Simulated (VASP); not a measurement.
# CuSb: structure and properties in VASP, part 3 of 3

Wanted: the relaxed cell of CuSb and its properties. The cell is invented: it takes the structure of a Materials Project entry for TlAs (space group 216 there), with all of its atoms replaced by other elements, volume scaled by an estimate. It may not be a known or stable phase.

VASP 6.6.1, plane waves and PAW; the level of theory is named at each step.

So far. Step 4 (Band structure (PBEsol)): There is no gap at this level. Step 5 (Total and projected DOS (PBEsol)): The finer mesh and the other smearing move the Fermi level by -0.05 eV from the 8×8×8 run, a small shift, which tests the Fermi level alone. The relaxed cell has a = 5.758 Å (conventional setting).

## (6) Core levels (PBEsol)

Level of this step: PBEsol; plane waves and PAW (Sb, Cu); invented cell (VASP).

ICORELEVEL = 1 prints the core eigenvalues in the potential of the ground state.

Contents of INCAR:

```
SYSTEM = CuSb
PREC = Accurate
ENCUT = 400
EDIFF = 1E-06
NELM = 100
ISMEAR = 0
SIGMA = 0.05
LREAL = .FALSE.
ALGO = Normal
GGA = PS
LORBIT = 11
LWAVE = .FALSE.
LCHARG = .FALSE.
ICORELEVEL = 1
```

Contents of POSCAR:

```
CuSb
1.0
    0.0000000000      2.8791256596      2.8791256596
    2.8791256596      0.0000000000      2.8791256596
    2.8791256596      2.8791256596      0.0000000000
Sb Cu
1 1
Direct
    0.7500000000      0.7500000000      0.7500000000
    0.0000000000      0.0000000000      0.0000000000
```

Contents of KPOINTS:

```
Automatic mesh
0
Gamma
8 8 8
0 0 0
```

Potentials, in the order of the species: Sb and Cu (PBE family, release 64).

Command:

```sh
$ mpirun -np 1 vasp_std
```

The program printed:

```text
[... set-up lines as in an earlier step ...]
 entering main loop
       N       E                     dE             d eps       ncg     rms          rms(c)
[... 15 cycles as in an earlier step ...]
   1 F= -.81064720E+01 E0= -.81046542E+01  d E =-.363554E-02
```

It took 26 s on 1 MPI rank of AMD EPYC 7R43, shared host; peak memory 0.11 GiB.

Parts of OUTCAR (step 6):

```text
   NELECT =      16.0000    total number of electrons

 the core state eigenenergies are
   1-  1s -30287.6306  2s  -4599.5673  2p  -4127.6762  3s   -893.2990  3p   -739.5520
       3d   -505.1213  4s   -138.3773  4p    -91.3537  4d    -23.1728
   2-  1s  -8844.1612  2s  -1056.4763  2p   -910.9421  3s   -107.8633  3p    -65.2195

 E-fermi :   5.2121

[... 19 parts as in an earlier step ...]

[... 2 further parts left out ...]
```

These are scalar-relativistic Kohn-Sham levels of the ground state, with no core hole, so they are not binding energies.

Numbers from this step:

- SCF cycles: 15
- irreducible k-points: 29
- free energy (TOTEN): -8.106 eV
- Fermi energy: 5.212 eV
- pressure: 0.03938 GPa

Kohn-Sham core levels. Core levels, by row:

```tsv
atom	shell	level below the Fermi level (eV)
Sb1	1s	30293
Sb1	2s	4605
Sb1	2p	4133
Sb1	3s	898.5
Sb1	3p	744.8
Sb1	3d	510.3
Sb1	4s	143.6
Sb1	4p	96.57
Sb1	4d	28.38
Cu2	1s	8849
Cu2	2s	1062
Cu2	2p	916.2
Cu2	3s	113.1
Cu2	3p	70.43
```

## (7) A semilocal run for the hybrid's start

This step: PBE; plane waves and PAW (Sb, Cu); invented cell (VASP 6.6.1).

A hybrid converges badly from random orbitals, so a cheap semilocal run writes a WAVECAR on the same mesh first.

Contents of INCAR:

```
SYSTEM = CuSb
PREC = Accurate
ENCUT = 400
EDIFF = 1E-05
NELM = 100
ISMEAR = 0
SIGMA = 0.05
LREAL = .FALSE.
ALGO = Normal
GGA = PE
LORBIT = 11
LWAVE = .TRUE.
LCHARG = .FALSE.
```

POSCAR is that of step 6.

Contents of KPOINTS:

```
Automatic mesh
0
Gamma
4 4 4
0 0 0
```

Command:

```sh
$ mpirun -np 1 vasp_std
```

The program printed:

```text
[banner, memory and clock lines left out]
running    1 mpi-ranks, on    1 nodes
 distrk:  each k-point on    1 cores,    1 groups
 distr:  one band on    1 cores,    1 groups

 POSCAR found type information on POSCAR SbCu
 POSCAR found :  2 types and       2 ions
 LDA part: xc-table for (Slater+PW92), standard interpolation
 POSCAR, INCAR and KPOINTS ok, starting setup
 FFT: planning ... GRIDC
 FFT: planning ... GRID_SOFT
 FFT: planning ... GRID
 WAVECAR not read
 entering main loop
       N       E                     dE             d eps       ncg     rms          rms(c)
DAV:   1     0.755019354086E+02    0.75502E+02   -0.61912E+03   192   0.124E+03
DAV:   2    -0.503225480780E+01   -0.80534E+02   -0.74889E+02   196   0.236E+02
DAV:   3    -0.841449957343E+01   -0.33822E+01   -0.32553E+01   260   0.600E+01
DAV:   4    -0.849228394881E+01   -0.77784E-01   -0.77727E-01   232   0.802E+00
DAV:   5    -0.849535487547E+01   -0.30709E-02   -0.30708E-02   272   0.191E+00    0.109E+01
DAV:   6    -0.962701503550E+01   -0.11317E+01   -0.35857E+01   220   0.184E+02    0.898E+00
DAV:   7    -0.732949497885E+01    0.22975E+01   -0.74154E+00   236   0.830E+01    0.247E+00
DAV:   8    -0.728463588996E+01    0.44859E-01   -0.30636E-01   292   0.102E+01    0.132E+00
DAV:   9    -0.726159479971E+01    0.23041E-01   -0.12457E-01   256   0.106E+01    0.675E-01
DAV:  10    -0.726051146007E+01    0.10833E-02   -0.15300E-02   288   0.229E+00    0.225E-01
DAV:  11    -0.726022856306E+01    0.28290E-03   -0.99132E-04   260   0.871E-01    0.167E-01
DAV:  12    -0.726020976622E+01    0.18797E-04   -0.17161E-04   296   0.203E-01    0.509E-02
DAV:  13    -0.726020830581E+01    0.14604E-05   -0.34835E-06   124   0.155E-02
   1 F= -.72602083E+01 E0= -.72549479E+01  d E =-.105208E-01
 writing wavefunctions
```

The job ended after 9.4 s (1 MPI rank; peak memory 0.11 GiB).

Parts of OUTCAR (step 7):

```text
   k-points           NKPTS =      8   k-points in BZ     NKDIM =      8   number of bands    NBANDS=     12

   NELECT =      16.0000    total number of electrons

 E-fermi :   5.3602

 k-point     1 :       0.0000    0.0000    0.0000
  band No.  band energies     occupation
    ...
      2       1.6880      2.00000
      3       1.6880      2.00000
      4       1.6880      2.00000
      5       2.3663      2.00000
      6       2.3663      2.00000
      7       8.0660      0.00000
      8       8.0660      0.00000
      9       8.0660      0.00000
     10      10.2234      0.00000
     11      11.1795      0.00000
    ...

  Total        1.2653604      1.2653604      1.2653604     -0.0000000      0.0000000     -0.0000000
  in kB       42.4730033     42.4730033     42.4730033     -0.0000000      0.0000000     -0.0000000
  external PRESSURE =      42.4730033 kB  Pullay stress =       0.0000000 kB

 POSITION                                       TOTAL-FORCE (eV/Angst)
 -----------------------------------------------------------------------------------
      4.31869      4.31869      4.31869        -0.000000     -0.000000      0.000000
      0.00000      0.00000      0.00000         0.000000      0.000000     -0.000000
 -----------------------------------------------------------------------------------
    total drift:                                0.000001      0.000001      0.000001

  FREE ENERGIE OF THE ION-ELECTRON SYSTEM (eV)
  ---------------------------------------------------
  free  energy   TOTEN  =        -7.2602083058 eV

  energy  without entropy=       -7.2496875008  energy(sigma->0) =       -7.25494790

[... 6 parts as in an earlier step ...]

[... 10 further parts left out ...]
```

At this level the cell is under a pressure of 4.2 GPa, so at these settings it is away from equilibrium.

This step gave:

```
SCF cycles              : 13
irreducible k-points    : 8
free energy (TOTEN)     : -7.260 eV
energy at zero smearing : -7.255 eV
Fermi energy            : 5.360 eV
pressure                : 4.247 GPa
```

## (8) Bands along the symmetry lines (HSE06)

This step: HSE06; plane waves and PAW (Sb, Cu); invented cell (VASP 6.6.1).

HSE06 mixes in a quarter of exact exchange at short range, at far higher cost; in semiconductors this cures much of the gap error, while metals seldom gain.

Contents of INCAR:

```
SYSTEM = CuSb
PREC = Accurate
ENCUT = 400
EDIFF = 1E-06
NELM = 100
ISMEAR = 0
SIGMA = 0.05
LREAL = .FALSE.
ALGO = Normal
LHFCALC = .TRUE.
AEXX = 0.25
GGA = PE
HFSCREEN = 0.2
LASPH = .TRUE.
PRECFOCK = Fast
LORBIT = 11
LWAVE = .FALSE.
LCHARG = .FALSE.
```

POSCAR is that of step 7.

KPOINTS is that of step 7.

Contents of KPOINTS_OPT:

```
Line mode
10
Line-mode
Reciprocal
  0.00000000   0.00000000   0.00000000 GAMMA
  0.50000000   0.00000000   0.50000000 X

  0.50000000   0.00000000   0.50000000 X
  0.50000000   0.25000000   0.75000000 W

  0.50000000   0.25000000   0.75000000 W
  0.37500000   0.37500000   0.75000000 K

  0.37500000   0.37500000   0.75000000 K
  0.00000000   0.00000000   0.00000000 GAMMA

  0.00000000   0.00000000   0.00000000 GAMMA
  0.50000000   0.50000000   0.50000000 L

  0.50000000   0.50000000   0.50000000 L
  0.62500000   0.25000000   0.62500000 U

  0.62500000   0.25000000   0.62500000 U
  0.50000000   0.25000000   0.75000000 W

  0.50000000   0.25000000   0.75000000 W
  0.50000000   0.50000000   0.50000000 L

  0.50000000   0.50000000   0.50000000 L
  0.37500000   0.37500000   0.75000000 K

  0.62500000   0.25000000   0.62500000 U
  0.50000000   0.00000000   0.50000000 X
```

The WAVECAR or CHGCAR of an earlier step is read.

Command:

```sh
$ mpirun -np 1 vasp_std
```

The program printed:

```text
[banner, memory and clock lines left out]
running    1 mpi-ranks, on    1 nodes
[...]
LDA part: xc-table for (Slater+PW92), standard interpolation
 found WAVECAR, reading the header
 POSCAR, INCAR and KPOINTS ok, starting setup
[...]
reading WAVECAR
 the WAVECAR file was read successfully
 initial charge from wavefunction
 entering main loop
       N       E                     dE             d eps       ncg     rms          rms(c)
DAV:   1    -0.814139555226E+01   -0.81414E+01   -0.23498E+00   316   0.384E+01    0.153E+01
DAV:   2    -0.803568696237E+01    0.10571E+00   -0.10321E+00   228   0.356E+01    0.105E+01
DAV:   3    -0.803283805601E+01    0.28489E-02   -0.10321E-01   228   0.119E+01    0.609E+00
DAV:   4    -0.803485541140E+01   -0.20174E-02   -0.47637E-03   216   0.849E-01    0.391E+00
DAV:   5    -0.803475802304E+01    0.97388E-04   -0.14510E-03   276   0.123E+00    0.242E+00
DAV:   6    -0.803471442455E+01    0.43598E-04   -0.37314E-04   232   0.662E-01    0.142E+00
DAV:   7    -0.803471508368E+01   -0.65913E-06   -0.23546E-05   296   0.142E-01    0.853E-01
DAV:   8    -0.803471550529E+01   -0.42161E-06   -0.34089E-06   216   0.375E-02
   1 F= -.80347155E+01 E0= -.80294551E+01  d E =-.105208E-01
 Start KPOINTS_OPT (optional k-point list driver)
k-point batch [1-8\100]
       N       E                     dE             ncg
DAV:   1     0.102607602913E+04   -0.30329E+03      192
DAV:   2     0.166159590671E+03   -0.85992E+03      192
DAV:   3     0.124250535203E+03   -0.41909E+02      232
DAV:   4     0.122735507396E+03   -0.15150E+01      240
DAV:   5     0.122681620739E+03   -0.53887E-01      300
DAV:   6     0.122679789888E+03   -0.18309E-02      256
DAV:   7     0.122679724064E+03   -0.65824E-04      276
DAV:   8     0.122679719287E+03   -0.47765E-05      192
DAV:   9     0.122679718910E+03   -0.37732E-06      180
[...]
k-point batch [57-64\100]
       N       E                     dE             ncg
DAV:   1     0.896479355300E+03   -0.34111E+04      192
DAV:   2     0.742406238608E+02   -0.82224E+03      192
DAV:   3     0.370433772503E+02   -0.37197E+02      228
DAV:   4     0.361481039718E+02   -0.89527E+00      228
DAV:   5     0.361101532133E+02   -0.37951E-01      316
```

It took 21 min on 1 MPI rank.

The run was cut off at its time limit.

The self-consistent loop had finished, and the limit fell in the path of KPOINTS_OPT; fewer path points or more time would be the way on.

## (9) Vibrations at Γ (PBEsol)

This step: PBEsol; plane waves and PAW (Sb, Cu); invented cell (VASP 6.6.1).

Zone-centre modes test whether the atoms sit at a minimum within this cell. IBRION = 8 takes the force constants from linear response, which needs tightly converged orbitals.

Contents of INCAR:

```
SYSTEM = CuSb
PREC = Accurate
ENCUT = 400
EDIFF = 1E-08
NELM = 100
ISMEAR = 0
SIGMA = 0.05
LREAL = .FALSE.
ALGO = Normal
GGA = PS
LORBIT = 11
LWAVE = .FALSE.
LCHARG = .FALSE.
IBRION = 8
ISIF = 2
```

POSCAR is that of step 8.

Contents of KPOINTS:

```
Automatic mesh
0
Gamma
8 8 8
0 0 0
```

Command:

```sh
$ mpirun -np 1 vasp_std
```

The program printed:

```text
[... set-up lines as in an earlier step ...]
 entering main loop
       N       E                     dE             d eps       ncg     rms          rms(c)
[... 13 cycles as in an earlier step ...]
DAV:  14    -0.810647192676E+01    0.14228E-05   -0.63370E-06   868   0.757E-02    0.172E-03
DAV:  15    -0.810647198671E+01   -0.59950E-07   -0.39590E-07  1000   0.163E-02    0.135E-03
DAV:  16    -0.810647197167E+01    0.15034E-07   -0.48707E-08   760   0.653E-03    0.761E-04
DAV:  17    -0.810647195951E+01    0.12161E-07   -0.52829E-09   444   0.211E-03    0.177E-04
DAV:  18    -0.810647196107E+01   -0.15618E-08   -0.12548E-09   420   0.405E-04
   1 F= -.81064720E+01 E0= -.81046542E+01  d E =-.363544E-02
 Linear response reoptimize wavefunctions to high precision
DAV:   1    -0.810647196407E+01   -0.30004E-08   -0.34385E-10   476   0.330E-04
DAV:   2    -0.810647196406E+01    0.12278E-10   -0.16338E-10   424   0.198E-04
 Linear response DOF=           2
 Linear response progress:
  Degree of freedom:   1/  2
       N       E                     dE             d eps       ncg     rms          rms(c)
RMM:   1    -0.257975840735E-01   -0.25798E-01    0.57945E-03  3961   0.238E+00
RMM:   2    -0.235313762234E-01    0.22662E-02   -0.25494E-03  3038   0.103E+00    0.649E-02
RMM:   3    -0.237913578964E-01   -0.25998E-03   -0.10842E-03  3799   0.311E-01    0.289E-02
RMM:   4    -0.238331636709E-01   -0.41806E-04   -0.82676E-05  3708   0.913E-02    0.797E-03
RMM:   5    -0.238293628568E-01    0.38008E-05   -0.89243E-06  3934   0.259E-02    0.459E-03
RMM:   6    -0.238170769378E-01    0.12286E-04   -0.67688E-07  3800   0.819E-03    0.678E-04
RMM:   7    -0.238167499393E-01    0.32700E-06   -0.47332E-08  3898   0.247E-03    0.518E-04
RMM:   8    -0.238160468222E-01    0.70312E-06    0.85467E-08  3705   0.938E-04    0.165E-04
RMM:   9    -0.238158493358E-01    0.19749E-06   -0.11038E-08  3378   0.559E-04    0.430E-05
RMM:  10    -0.238159374372E-01   -0.88101E-07    0.42626E-08  3726   0.288E-04    0.260E-05
RMM:  11    -0.238158860272E-01    0.51410E-07    0.49586E-08  4001   0.142E-04    0.110E-05
RMM:  12    -0.238158664740E-01    0.19553E-07    0.29706E-08  4083   0.920E-05    0.262E-06
RMM:  13    -0.238158664639E-01    0.10098E-10    0.30353E-08  4060   0.789E-05    0.112E-06
 first order change of Fermi-energy   0.10097E-03
 force on displaced ion       1 direction 1 :  -6.101   0.000   0.000
 Linear response progress:
  Degree of freedom:   2/  2
       N       E                     dE             d eps       ncg     rms          rms(c)
RMM:   1    -0.242668784959E+00   -0.24267E+00   -0.13129E-01  3460   0.480E+00
RMM:   2    -0.241650088535E+00    0.10187E-02   -0.40561E-03  2877   0.120E+00    0.134E-01
RMM:   3    -0.241721555162E+00   -0.71467E-04   -0.10421E-03  3514   0.329E-01    0.847E-02
RMM:   4    -0.242038197766E+00   -0.31664E-03   -0.35887E-04  3514   0.180E-01    0.139E-02
RMM:   5    -0.241971988538E+00    0.66209E-04   -0.24576E-05  3547   0.445E-02    0.535E-03
RMM:   6    -0.241977409017E+00   -0.54205E-05   -0.13440E-06  3511   0.100E-02    0.152E-03
RMM:   7    -0.241968801687E+00    0.86073E-05   -0.14194E-07  3784   0.362E-03    0.556E-04
RMM:   8    -0.241965107972E+00    0.36937E-05   -0.23626E-08  3281   0.164E-03    0.299E-04
RMM:   9    -0.241961595250E+00    0.35127E-05   -0.33282E-08  3734   0.788E-04    0.882E-05
RMM:  10    -0.241961318623E+00    0.27663E-06   -0.23793E-08  3611   0.424E-04    0.372E-05
RMM:  11    -0.241960860703E+00    0.45792E-06   -0.22551E-08  3446   0.318E-04    0.840E-06
RMM:  12    -0.241960836833E+00    0.23870E-07   -0.22182E-08  4028   0.244E-04    0.318E-06
RMM:  13    -0.241960833957E+00    0.28752E-08   -0.22559E-08  3999   0.208E-04    0.232E-06
 first order change of Fermi-energy   0.49220E-04
 force on displaced ion       2 direction 1 :  -6.074   0.000   0.000
 Linear response finished
```

Wall time 3.6 min (1 MPI rank); peak memory 0.21 GiB.

OUTCAR, selected parts (step 9):

```text
   NELECT =      16.0000    total number of electrons

  Total        0.0034617      0.0034617      0.0034617      0.0000000      0.0000000      0.0000000
  in kB        0.1161946      0.1161946      0.1161946      0.0000000      0.0000000      0.0000000
  external PRESSURE =       0.1161946 kB  Pullay stress =       0.0000000 kB

 POSITION                                       TOTAL-FORCE (eV/Angst)
 -----------------------------------------------------------------------------------
      4.31869      4.31869      4.31869        -0.000000     -0.000000     -0.000000
      0.00000      0.00000      0.00000         0.000000      0.000000      0.000000
 -----------------------------------------------------------------------------------
    total drift:                                0.000001      0.000001      0.000001

 Eigenvectors and eigenvalues of the dynamical matrix
 ----------------------------------------------------

   1 f  =    5.967339 THz    37.493895 2PiTHz  199.048996 cm-1    24.678919 meV
             X         Y         Z           dx          dy          dz
      4.318688  4.318688  4.318688    -0.586455    0.000000    0.000000
      0.000000  0.000000  0.000000     0.809982    0.000000    0.000000

   2 f  =    5.967339 THz    37.493895 2PiTHz  199.048996 cm-1    24.678919 meV
             X         Y         Z           dx          dy          dz
      4.318688  4.318688  4.318688     0.000000    0.586455    0.000000
      0.000000  0.000000  0.000000     0.000000   -0.809982    0.000000

   3 f  =    5.967339 THz    37.493895 2PiTHz  199.048996 cm-1    24.678919 meV
             X         Y         Z           dx          dy          dz
      4.318688  4.318688  4.318688     0.000000    0.000000   -0.586455
      0.000000  0.000000  0.000000     0.000000    0.000000    0.809982

   4 f/i=    0.006197 THz     0.038934 2PiTHz    0.206694 cm-1     0.025627 meV
             X         Y         Z           dx          dy          dz
      4.318688  4.318688  4.318688     0.000000   -0.809982    0.000000
      0.000000  0.000000  0.000000     0.000000   -0.586455    0.000000

   5 f/i=    0.006197 THz     0.038934 2PiTHz    0.206694 cm-1     0.025627 meV
             X         Y         Z           dx          dy          dz
      4.318688  4.318688  4.318688    -0.809982    0.000000    0.000000
      0.000000  0.000000  0.000000    -0.586455    0.000000    0.000000

   6 f/i=    0.006197 THz     0.038934 2PiTHz    0.206694 cm-1     0.025627 meV
             X         Y         Z           dx          dy          dz
      4.318688  4.318688  4.318688     0.000000    0.000000    0.809982
      0.000000  0.000000  0.000000     0.000000    0.000000    0.586455

 ELASTIC MODULI CONTR FROM IONIC RELAXATION (kBar)
 Direction    XX          YY          ZZ          XY          YZ          ZX
 --------------------------------------------------------------------------------
 XX          -0.0000      0.0000     -0.0000     -0.0000      0.0000      0.0000
 YY           0.0000     -0.0000      0.0000     -0.0000     -0.0000     -0.0000
 ZZ          -0.0000      0.0000     -0.0000      0.0000     -0.0000      0.0000
 XY          -0.0000     -0.0000      0.0000   -573.8354      0.0000      0.0000
 YZ           0.0000     -0.0000     -0.0000      0.0000   -573.8354      0.0000
 ZX           0.0000     -0.0000      0.0000      0.0000      0.0000   -573.8354
 --------------------------------------------------------------------------------

[... 8 parts as in an earlier step ...]

[... 3 further parts left out ...]
```

Energies printed during the response cycles are not total energies of the cell.

This step gave:

```yaml
irreducible_k_points: 29
pressure_of_the_cell: 0.01162 GPa
largest_force_of_the_cell: 0 eV/Å
fermi_energy: 5.212 eV
```

Modes at Γ, with each element's share of the kinetic energy:

```tsv
mode	frequency (cm⁻¹)	symmetry	Sb %	Cu %
1	-0.2	acoustic	66	34
2	-0.2	acoustic	66	34
3	-0.2	acoustic	66	34
4	199.0	T2	34	66
5	199.0	T2	34	66
6	199.0	T2	34	66
```

Displacements in mode 5 (199.0 cm⁻¹), the largest set to 1:
```
Sb1  0.00  0.52  0.00
Cu2  0.00 -1.00  0.00
```

The three acoustic modes lie within 0.2 cm⁻¹ of zero, and all others are real. By the characters of their eigenvectors the optical modes sort into (cm⁻¹) Raman active: T2 199; infrared active: T2 199.

## (10) Summary of results

```yaml
relaxed_volume: 23.87 Å³/atom
relaxed_conventional_cell_a_b_c: 5.758, 5.758, 5.758 Å
space_group_after_relaxing_within_0p02_a: F-43m (No. 216)
band_gap: none, a metal
dos_at_the_fermi_level: 1.30 states/eV/cell
shallowest_level_of_the_frozen_cores: Sb1 4d, 28.4 eV deep
highest_zone_centre_mode: 199 cm⁻¹
```

What this shows: With PBEsol, CuSb relaxes to 23.87 Å³/atom in space group F-43m (held by the symmetry of the run) and comes out as a metal. Not obtained: bands along the symmetry lines (HSE06), because the run hit its time limit. Band structure (PBEsol): Of the bands kept, 3 cross the Fermi level on this path. Vibrations at Γ (PBEsol): The highest mode in this list at Γ, 199.0 cm⁻¹, has its largest share on Cu (66 % of the kinetic energy). Spin-orbit coupling is left out, and with elements this heavy it would split and shift bands near the Fermi level. The k-sampling is coarse for a metal, so the Fermi level, pressures and the shape of the cell carry errors. Modes at Γ alone can't show that the crystal is stable at other wave vectors. No search among competing phases was made. All values are for a static lattice at zero temperature.

[Lines on the potential files, build, host, timing and source positions are cut from VASP's logs without a mark.]

[Logs are printed without paths, hosts, clocks, repeated set-up lines and the standing remarks that a program may print on its own settings, such as how far it seeks lower states.]

[Hosts, paths, dates, database ids (printed as entryN), source tags and the programs' standing remarks are cut or masked in the printed files.]

[A measured line is paired with the nearest computed mode of its activity, which favours agreement.]
